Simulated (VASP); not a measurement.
# Sr2MnSi2O7: structure and properties in VASP, part 12 of 14

What structure and properties does LDA + U give Sr2MnSi2O7, and how near are they to the measured ones? The start is a cell from a database of measured crystal structures.

VASP 6.6.1; LDA, DFT+U (Mn d 3 eV), spin-polarised from a ferromagnetic start; plane waves and PAW (Sr_sv, Mn_pv, Si, O).

Still holding for the runs below: The magnetic state follows from one typed start and may not be the lowest. Experiment finds antiferromagnetic order in this phase (below 3.4 K, arxiv:2410.22741), so this ferromagnetic run describes another state.

So far, gap on the k-mesh (eV): step 2 (relaxing cell and atoms (LDA + U)) 2.34; step 6 (density of states (LDA + U)) 2.33; step 7 (field gradients at the nuclei (LDA + U)) 2.34; step 8 (volume scan with LDA + U, volume scale 0.94) 2.34; step 9 (volume scan with LDA + U, volume scale 0.96) 2.34.

## Step 13: Volume scan with LDA + U, volume scale 1.04

Input file INCAR:

```
SYSTEM = Sr2MnSi2O7
PREC = Accurate
ENCUT = 520
EDIFF = 1E-06
NELM = 100
ISMEAR = 0
SIGMA = 0.05
LREAL = Auto
ALGO = Fast
GGA = CA
NBANDS = 125
ISPIN = 2
MAGMOM = 0.004 0.004 0.004 0.004 4.477 4.477 0.008 0.008 0.008 0.008 0.003 0.003 0.006 0.006 0.006 0.006 0.038 0.038 0.038 0.038 0.038 0.038 0.038 0.038
LDAU = .TRUE.
LDAUTYPE = 2
LDAUL = -1 2 -1 -1
LDAUU = 0 3 0 0
LDAUJ = 0 0 0 0
LDAUPRINT = 1
LASPH = .TRUE.
LMAXMIX = 4
LORBIT = 11
LWAVE = .FALSE.
LCHARG = .FALSE.
KPAR = 4
NCORE = 2
ISIF = 2
```

Input file POSCAR:

```
Sr2MnSi2O7
1.0
    8.1361431748      0.0000000000      0.0000000000
    0.0000000000      8.1361431748      0.0000000000
    0.0000000000      0.0000000000      5.1458666670
Sr Mn Si O
4 2 4 14
Direct
    0.3345770917      0.1654229083      0.5063260309
    0.1654229083      0.6654229083      0.4936739691
    0.6654229083      0.8345770917      0.5063260309
    0.8345770917      0.3345770917      0.4936739691
    0.0000000000      0.0000000000      0.0000000000
    0.5000000000      0.5000000000      0.0000000000
    0.1377929865      0.3622070135      0.9396728049
    0.3622070135      0.8622070135      0.0603271951
    0.8622070135      0.6377929865      0.9396728049
    0.6377929865      0.1377929865      0.0603271951
    0.5000000000      0.0000000000      0.1681971946
    0.0000000000      0.5000000000      0.8318028054
    0.1395688079      0.3604311921      0.2550303602
    0.3604311921      0.8604311921      0.7449696398
    0.8604311921      0.6395688079      0.2550303602
    0.6395688079      0.1395688079      0.7449696398
    0.0786485217      0.1935386624      0.7886769092
    0.1935386624      0.9213514783      0.2113230908
    0.9213514783      0.8064613376      0.7886769092
    0.8064613376      0.0786485217      0.2113230908
    0.5786485217      0.3064613376      0.2113230908
    0.6935386624      0.5786485217      0.7886769092
    0.4213514783      0.6935386624      0.2113230908
    0.3064613376      0.4213514783      0.7886769092
```

Input file KPOINTS:

```
Automatic mesh
0
Gamma
3 3 5
0 0 0
```

PAW data sets: Sr_sv, Mn_pv, Si and O (LDA family, release 64).

The run is started by

```
mpirun -np 8 vasp_std
```

The log of the run:

```text
[... set-up lines as in an earlier step ...]
 entering main loop
       N       E                     dE             d eps       ncg     rms          rms(c)
DAV:   1     0.133527205284E+04    0.13353E+04   -0.84089E+04  4660   0.131E+03
DAV:   2    -0.866060774544E+02   -0.14219E+04   -0.13389E+04  4869   0.346E+02
DAV:   3    -0.216055521012E+03   -0.12945E+03   -0.12755E+03  5858   0.111E+02
DAV:   4    -0.220387363854E+03   -0.43318E+01   -0.42971E+01  6576   0.179E+01
[...]
RMM:  11    -0.196001175136E+03   -0.10969E-01   -0.89317E-02  7974   0.636E-01    0.493E-01
RMM:  12    -0.196004798599E+03   -0.36235E-02   -0.38753E-02  8335   0.369E-01    0.387E-01
RMM:  13    -0.196007245688E+03   -0.24471E-02   -0.23282E-02  8507   0.258E-01    0.140E-01
WARNING in EDDRMM: call to ZHEGV failed, returncode =   8  4     46
RMM:  14    -0.196008552200E+03   -0.13065E-02   -0.13717E-02  8498   0.204E-01    0.622E-02
RMM:  15    -0.196009688576E+03   -0.11364E-02   -0.11331E-02  8691   0.166E-01    0.498E-02
[...]
RMM:  36    -0.196012528785E+03   -0.44865E-05   -0.57653E-05  4998   0.635E-03    0.239E-02
WARNING in EDDRMM: call to ZHEGV failed, returncode =   6  3     82
RMM:  37    -0.196012533926E+03   -0.51418E-05   -0.68246E-05  4969   0.666E-03    0.202E-02
RMM:  38    -0.196012537533E+03   -0.36062E-05   -0.41698E-05  4483   0.486E-03    0.194E-02
RMM:  39    -0.196012541029E+03   -0.34963E-05   -0.39147E-05  3876   0.410E-03    0.189E-02
RMM:  40    -0.196012543641E+03   -0.26117E-05   -0.29017E-05  3896   0.376E-03    0.191E-02
WARNING in EDDRMM: call to ZHEGV failed, returncode =   6  3     84
RMM:  41    -0.196012546620E+03   -0.29794E-05   -0.33487E-05  3501   0.337E-03    0.189E-02
RMM:  42    -0.196012548636E+03   -0.20161E-05   -0.22448E-05  3535   0.307E-03    0.191E-02
RMM:  43    -0.196012551114E+03   -0.24783E-05   -0.27061E-05  3570   0.283E-03    0.193E-02
RMM:  44    -0.196012552777E+03   -0.16623E-05   -0.18445E-05  3212   0.247E-03    0.194E-02
[...]
RMM:  48    -0.196012557647E+03   -0.97901E-06   -0.11317E-05  2935   0.185E-03    0.196E-02
RMM:  49    -0.196012558543E+03   -0.89635E-06   -0.10492E-05  2880   0.175E-03    0.196E-02
RMM:  50    -0.196012559478E+03   -0.93484E-06   -0.99701E-06  3019   0.173E-03
   1 F= -.19601256E+03 E0= -.19601256E+03  d E =-.111691E-10  mag=    10.0000
```

Wall time 4.8 min (8 MPI ranks of Intel Xeon 6975P-C (Granite Rapids), shared host); peak memory 3.6 GiB; 38 min of CPU time.

OUTCAR, selected parts (step 13):

```text
  Total      -10.6916030    -10.6916030    -12.0267556      0.0000000     -0.0000000      0.0000000
  in kB      -50.2872298    -50.2872298    -56.5670295      0.0000000     -0.0000000      0.0000000
  external PRESSURE =     -52.3804964 kB  Pullay stress =       0.0000000 kB

 POSITION                                       TOTAL-FORCE (eV/Angst)
 -----------------------------------------------------------------------------------
      2.72217      1.34590      2.60549        -0.041855      0.041855     -0.006308
      1.34590      5.41398      2.54038         0.041855      0.041855      0.006308
      5.41398      6.79024      2.60549         0.041855     -0.041855     -0.006308
      6.79024      2.72217      2.54038        -0.041855     -0.041855      0.006308
      0.00000      0.00000      0.00000         0.000000     -0.000000     -0.000000
      4.06807      4.06807      0.00000         0.000000     -0.000000     -0.000000
      1.12110      2.94697      4.83543        -0.001153      0.001153     -0.017023
      2.94697      7.01504      0.31044         0.001153      0.001153      0.017023
      7.01504      5.18918      4.83543         0.001153     -0.001153     -0.017023
      5.18918      1.12110      0.31044        -0.001153     -0.001153      0.017023
      4.06807      0.00000      0.86552         0.000000     -0.000000     -0.176824
      0.00000      4.06807      4.28035         0.000000     -0.000000      0.176824
      1.13555      2.93252      1.31235         0.008191     -0.008191     -0.650156
      2.93252      7.00059      3.83351        -0.008191     -0.008191      0.650156
[...]
-----------------------------------------------------------------------------------
    total drift:                               -0.000000     -0.000000     -0.000000

  FREE ENERGIE OF THE ION-ELECTRON SYSTEM (eV)
  ---------------------------------------------------
  free  energy   TOTEN  =      -196.0125594779 eV

  energy  without entropy=     -196.0125594779  energy(sigma->0) =     -196.01255948

 magnetization (x)
# of ion       s       p       d       tot
------------------------------------------
    1        0.000   0.000   0.003   0.003
    2        0.000   0.000   0.003   0.003
    3        0.000   0.000   0.003   0.003
    4        0.000   0.000   0.003   0.003
    5        0.021   0.047   4.426   4.493
    6        0.021   0.047   4.426   4.493
    7        0.003   0.005   0.000   0.008
    8        0.003   0.005   0.000   0.008
    9        0.003   0.005   0.000   0.008
   10        0.003   0.005   0.000   0.008
   11        0.001   0.002   0.000   0.003
   12        0.001   0.002   0.000   0.003
   13        0.000   0.005   0.000   0.005
[...]
--------------------------------------------------
tot          0.075   0.406   8.862   9.343

[... 1 part as in an earlier step ...]

[... 2 further parts left out ...]
[key lines of the parts left out:]
E-fermi :   3.3077
```

The pressure falls from -2.79 to -5.24 GPa.

The run ends at a pressure of -5.24 GPa, with forces up to 0.65 eV/Å.

## Step 14: Volume scan with LDA + U, volume scale 1.06

A prediction first. A parabola through the 6 pressures of evenly scaled cells so far, P = -0.04 -145.0 t +319 t² GPa with t = ln(V/V₁) and V₁ the volume at scale 1, gives -7.40 GPa at t = +0.0583.

INCAR is that of step 13.

POSCAR: that of step 13 with these lines changed.

```diff
@@ -2,5 +2,5 @@
 1.0
-    8.1361431748      0.0000000000      0.0000000000
-    0.0000000000      8.1361431748      0.0000000000
-    0.0000000000      0.0000000000      5.1458666670
+    8.1879671401      0.0000000000      0.0000000000
+    0.0000000000      8.1879671401      0.0000000000
+    0.0000000000      0.0000000000      5.1786437715
 Sr Mn Si O
```

KPOINTS is that of step 13.

The run is started by

```
mpirun -np 8 vasp_std
```

The log of the run:

```text
[... set-up lines as in an earlier step ...]
 entering main loop
       N       E                     dE             d eps       ncg     rms          rms(c)
DAV:   1     0.132328696054E+04    0.13233E+04   -0.84007E+04  4636   0.130E+03
DAV:   2    -0.893889286274E+02   -0.14127E+04   -0.13357E+04  4887   0.344E+02
DAV:   3    -0.215796698129E+03   -0.12641E+03   -0.12464E+03  5913   0.109E+02
DAV:   4    -0.219903131599E+03   -0.41064E+01   -0.40698E+01  6488   0.174E+01
[...]
RMM:  11    -0.195747378733E+03   -0.10992E-01   -0.88143E-02  7957   0.633E-01    0.494E-01
RMM:  12    -0.195750907511E+03   -0.35288E-02   -0.37163E-02  8316   0.364E-01    0.378E-01
RMM:  13    -0.195753174463E+03   -0.22670E-02   -0.21642E-02  8509   0.253E-01    0.137E-01
WARNING in EDDRMM: call to ZHEGV failed, returncode =   6  3     68
RMM:  14    -0.195754446763E+03   -0.12723E-02   -0.13183E-02  8514   0.198E-01    0.616E-02
RMM:  15    -0.195755507412E+03   -0.10606E-02   -0.10552E-02  8706   0.162E-01    0.466E-02
[...]
RMM:  38    -0.195758189622E+03   -0.41731E-05   -0.46010E-05  4024   0.477E-03    0.966E-03
RMM:  39    -0.195758192787E+03   -0.31647E-05   -0.35449E-05  4025   0.437E-03    0.839E-03
RMM:  40    -0.195758195505E+03   -0.27188E-05   -0.30472E-05  3674   0.394E-03    0.854E-03
RMM:  41    -0.195758197967E+03   -0.24611E-05   -0.28220E-05  4141   0.400E-03    0.591E-03
RMM:  42    -0.195758200212E+03   -0.22457E-05   -0.25171E-05  3682   0.343E-03    0.508E-03
RMM:  43    -0.195758202123E+03   -0.19104E-05   -0.21464E-05  3741   0.322E-03    0.359E-03
RMM:  44    -0.195758203787E+03   -0.16645E-05   -0.18571E-05  3587   0.288E-03    0.338E-03
WARNING in EDDRMM: call to ZHEGV failed, returncode =   6  3     87
RMM:  45    -0.195758205318E+03   -0.15309E-05   -0.16994E-05  3369   0.265E-03    0.275E-03
RMM:  46    -0.195758206438E+03   -0.11204E-05   -0.12683E-05  2958   0.235E-03    0.283E-03
WARNING in EDDRMM: call to ZHEGV failed, returncode =   6  3     79
RMM:  47    -0.195758207551E+03   -0.11129E-05   -0.12529E-05  2932   0.222E-03    0.283E-03
RMM:  48    -0.195758208460E+03   -0.90851E-06   -0.10302E-05  2881   0.208E-03    0.289E-03
RMM:  49    -0.195758209305E+03   -0.84522E-06   -0.95627E-06  2826   0.197E-03
   1 F= -.19575821E+03 E0= -.19575821E+03  d E =-.186114E-11  mag=    10.0000
```

Elapsed: 5.1 min, on 8 MPI ranks; peak memory 3.6 GiB; 39 min of CPU time.

Parts of OUTCAR (step 14):

```text
  Total      -15.6104926    -15.6104926    -17.4469578      0.0000000      0.0000000      0.0000000
  in kB      -72.0375562    -72.0375562    -80.5122701      0.0000000      0.0000000      0.0000000
  external PRESSURE =     -74.8624608 kB  Pullay stress =       0.0000000 kB

 POSITION                                       TOTAL-FORCE (eV/Angst)
 -----------------------------------------------------------------------------------
      2.73951      1.35448      2.62208        -0.058414      0.058414     -0.006616
      1.35448      5.44846      2.55656         0.058414      0.058414      0.006616
      5.44846      6.83349      2.62208         0.058414     -0.058414     -0.006616
      6.83349      2.73951      2.55656        -0.058414     -0.058414      0.006616
      0.00000      0.00000      0.00000         0.000000      0.000000     -0.000000
      4.09398      4.09398      0.00000         0.000000      0.000000     -0.000000
      1.12824      2.96574      4.86623        -0.001288      0.001288     -0.022125
      2.96574      7.05972      0.31241         0.001288      0.001288      0.022125
      7.05972      5.22223      4.86623         0.001288     -0.001288     -0.022125
      5.22223      1.12824      0.31241        -0.001288     -0.001288      0.022125
      4.09398      0.00000      0.87103         0.000000      0.000000     -0.259654
      0.00000      4.09398      4.30761         0.000000      0.000000      0.259654
      1.14278      2.95120      1.32071         0.009130     -0.009130     -0.941032
      2.95120      7.04518      3.85793        -0.009130     -0.009130      0.941032
[...]
-----------------------------------------------------------------------------------
    total drift:                                0.000001      0.000001     -0.000000

  FREE ENERGIE OF THE ION-ELECTRON SYSTEM (eV)
  ---------------------------------------------------
  free  energy   TOTEN  =      -195.7582093051 eV

  energy  without entropy=     -195.7582093051  energy(sigma->0) =     -195.75820931

 magnetization (x)
# of ion       s       p       d       tot
------------------------------------------
    1        0.000   0.000   0.003   0.003
    2        0.000   0.000   0.003   0.003
    3        0.000   0.000   0.003   0.003
    4        0.000   0.000   0.003   0.003
    5        0.021   0.045   4.435   4.501
    6        0.021   0.045   4.435   4.501
    7        0.003   0.005   0.000   0.008
    8        0.003   0.005   0.000   0.008
    9        0.003   0.005   0.000   0.008
   10        0.003   0.005   0.000   0.008
   11        0.001   0.002   0.000   0.003
   12        0.001   0.002   0.000   0.003
   13        0.000   0.005   0.000   0.005
[...]
--------------------------------------------------
tot          0.075   0.392   8.880   9.346

[... 1 part as in an earlier step ...]

[... 2 further parts left out ...]
[key lines of the parts left out:]
E-fermi :   3.1143
```

The pressure falls from -5.24 to -7.49 GPa. The parabola predicted -7.40 GPa, +0.08 GPa off.

## Step 15: Comparing the runs

Times are for 8 MPI ranks of Intel Xeon 6975P-C (Granite Rapids), shared host. The series side by side:

| no. | volume scale | energy above the lowest point (meV/atom) | pressure (GPa) | gap on the k-mesh (eV) | time | memory (GiB) |
| --- | --- | --- | --- | --- | --- | --- |
| 1 | 0.94 | 25.63 | 10.16 | 2.341 | 4 min | 3.4 |
| 2 | 0.96 | 11.19 | 6.404 | 2.343 | 4.1 min | 3.3 |
| 3 | 0.98 | 2.83 | 3.003 | 2.341 | 3.6 min | 3.4 |
| 4 | 1 | 0 | -0.01382 | 2.339 | 3.8 min | 3.5 |
| 5 | 1.02 | 2.12 | -2.788 | 2.334 | 3.9 min | 3.5 |
| 6 | 1.04 | 8.69 | -5.238 | 2.328 | 4.8 min | 3.6 |
| 7 | 1.06 | 19.28 | -7.486 | 2.320 | 5.1 min | 3.6 |

## Step 16: Fit for LDA + U

This step: Birch-Murnaghan fit, LDA, DFT+U (Mn d 3 eV); plane waves and PAW (VASP 6.6.1).

This step runs nothing: it gathers the runs above.

This step gave:

```
pressure derivative of the bulk modulus : 4.228
r.m.s. error of the fit                 : 4.40e-6 eV/atom
minimum inside the sampled range        : yes
bulk modulus                            : 144.5 GPa
equilibrium volume of the fit           : 13.66 Å³/atom
```

Table of energy above the fitted minimum by volume:

| volume (Å³/atom) | energy above the fitted minimum (eV/atom) |
| --- | --- |
| 12.829 | 0.0256 |
| 13.101 | 0.0112 |
| 13.374 | 0.00284 |
| 13.647 | 7.4e-6 |
| 13.920 | 0.00212 |
| 14.193 | 0.00869 |
| 14.466 | 0.0193 |

The fitted volume lies +0.11 % from the relaxed one. At a finite cutoff and mesh the minimum of the energy and the zero of the stress don't quite coincide, and the relaxation stops at a threshold. The atoms bear forces along the scan, since they were held; freeing them would lower the modulus.

(Part 12 of 14 ends here.)

[Lines on the potential files, build, host, timing and source positions are cut from VASP's logs without a mark.]

[Logs are printed without paths, hosts, clocks, repeated set-up lines and the standing remarks that a program may print on its own settings, such as how far it seeks lower states.]

[Hosts, paths, dates, database ids (printed as entryN), source tags and the programs' standing remarks are cut or masked in the printed files.]

[A measured line is paired with the nearest computed mode of its activity, which favours agreement.]
